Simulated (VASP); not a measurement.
All values below come from PBE GGA + U (Dudarev), VASP's PBE PAW potentials (set 64) (plane waves; VASP 6.6.1).

Input for VASP

**POSCAR**
```
AuZn
3.1546490
  0.9999581570   0.0000000000   0.0000000000
  0.0000000000   0.9826490998   0.0000000000
  0.0000000000   0.0000000000   1.0000000000
Zn Au
1 1
Cart
  0.4999790785   0.4913245499   0.5000000000
  0.0200461612   0.0000000000   0.0000000000
```

**KPOINTS**
```
Automatic mesh
0
Gamma
10 11 10
0 0 0
```

**INCAR**
```
PREC = Accurate
LCHARG = .FALSE.
SIGMA = 0.1
LASPH = .TRUE.   ! aspherical one-centre terms
ALGO = Normal
LDAUU = 4.0 0
ISMEAR = 1
LWAVE = .FALSE.
ENCUT = 400   ! plane-wave cut-off (eV)
SYSTEM = AuZn
LORBIT = 10
LDAUL = 2 -1
GGA = PE   ! PBE
NELM = 100   ! most electronic steps
LDAUTYPE = 2
LMAXMIX = 6
LDAUJ = 0 0
LDAU = .TRUE.
ISIF = 2
EDIFF = 1E-6   ! SCF stop (eV)
LREAL = .FALSE.   ! projection in real space or not
LDAUPRINT = 1
```

POTCAR, in this order: Zn Au (PBE.64 set). Program: vasp_std.

Output of the run:

### OSZICAR
```
       N       E                     dE             d eps       ncg     rms          rms(c)
DAV:   1     0.111250521223E+03    0.11125E+03   -0.10252E+04  6647   0.169E+03
DAV:   2    -0.114344594220E+01   -0.11239E+03   -0.10897E+03  6879   0.310E+02
DAV:   3    -0.480180870133E+01   -0.36584E+01   -0.36483E+01  7691   0.681E+01
DAV:   4    -0.482204760910E+01   -0.20239E-01   -0.20238E-01  7649   0.445E+00
DAV:   5    -0.482225084042E+01   -0.20323E-03   -0.20323E-03  7929   0.427E-01    0.907E+00
DAV:   6    -0.439214444245E+01    0.43011E+00   -0.15902E+00  6550   0.130E+01    0.550E+00
DAV:   7    -0.436984385773E+01    0.22301E-01   -0.43695E-02  7981   0.533E+00    0.300E+00
DAV:   8    -0.436224551433E+01    0.75983E-02   -0.10932E-02  7495   0.127E+00    0.178E-01
DAV:   9    -0.436223726268E+01    0.82517E-05   -0.33461E-04  7719   0.254E-01    0.640E-02
DAV:  10    -0.436224697442E+01   -0.97117E-05   -0.40517E-05  7862   0.791E-02    0.156E-02
DAV:  11    -0.436224808650E+01   -0.11121E-05   -0.36777E-06  7186   0.423E-02    0.415E-03
DAV:  12    -0.436224798312E+01    0.10338E-06   -0.25114E-07  3513   0.110E-02
   1 F= -.43622480E+01 E0= -.43622406E+01  d E =-.222317E-04
```

File OUTCAR:
```
------------------------ aborting loop because EDIFF is reached ----------------------------------------
  FORCE on cell =-STRESS in cart. coord.  units (eV):
  Direction    XX          YY          ZZ          XY          YZ          ZX
  --------------------------------------------------------------------------------------
  Total        0.8185473      0.7555340      0.8608298      0.0000000      0.0000000      0.0000000
  in kB       42.5129193     39.2401989     44.7089505      0.0000000      0.0000000      0.0000000
  external PRESSURE =      42.1540229 kB  Pullay stress =       0.0000000 kB
  volume of cell :       30.85
      direct lattice vectors                 reciprocal lattice vectors
     3.154517000  0.000000000  0.000000000     0.317005741  0.000000000  0.000000000
     0.000000000  3.099913000  0.000000000     0.000000000  0.322589698  0.000000000
     0.000000000  0.000000000  3.154649000     0.000000000  0.000000000  0.316992477
 POSITION                                       TOTAL-FORCE (eV/Angst)
 -----------------------------------------------------------------------------------
      1.57726      1.54996      1.57732         0.234000      0.000000      0.000000
      0.06324      0.00000      0.00000        -0.234000      0.000000      0.000000
 -----------------------------------------------------------------------------------
    total drift:                                0.000116      0.000000      0.000000
  FREE ENERGIE OF THE ION-ELECTRON SYSTEM (eV)
  ---------------------------------------------------
  free  energy   TOTEN  =        -4.3622479831 eV

  energy  without entropy=       -4.3622257514  energy(sigma->0) =       -4.36224057

 total charge

# of ion       s       p       d       tot
------------------------------------------
    1        0.519   0.451   9.839  10.808
    2        0.629   0.400   8.706   9.735
--------------------------------------------------
tot          1.148   0.851  18.545  20.543
```
(Selected blocks of OUTCAR.)

The compound is AuZn in the CsCl type structure. The cell was not relaxed at this level, atoms are displaced from their ideal sites. The run is one of a series of settings (LDAU = .TRUE., LDAUJ = 0 0, LDAUL = 2 -1, LDAUTYPE = 2, LDAUU = 4.0 0 against the base run), some of them coarse on purpose. The electron count is odd and the run is not spin-polarised, which forces a metal.
